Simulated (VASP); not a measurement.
Consider the following.

```xyz
1
Lattice="-1.4637 1.4637 1.4637 1.4637 -1.4637 1.4637 1.4637 1.4637 -1.4637" Properties=species:S:1:pos:R:3 pbc="T T T"
Fe     0.0000     0.0000     0.0000
```
Starting moments (μB, in the order of the record's atoms Fe): 2.5.

The numbers are results of SCAN meta-GGA, VASP's PBE PAW potentials (set 64) (plane waves; VASP), not measurements. Settings: 400 eV cut-off, 16×16×16 Γ-centred mesh, first-order Methfessel-Paxton smearing of 0.10 eV, potentials Fe.

Q: Estimate the cell moment, energy per atom (σ→0), pressure, band gap (on the k-mesh) with the smallest direct gap where there is one.

A: 
```yaml
band gap (on the k-mesh): none (metal, semimetal or under 0.01 eV)
cell_moment: 2.67 μB
energy per atom (σ→0): -1740.4 kJ/mol of atoms
pressure: -14.61 GPa
```

Q: Give the moment on each site (PAW-sphere projection).

A: 
```tsv
site	moment (μB)
Fe1	2.72
```

The compound is Fe in the bcc structure. The cell was not relaxed at this level. The run is one of a series of settings (GGA removed, LMIXTAU = .TRUE., METAGGA = SCAN against the base run), some of them coarse on purpose.
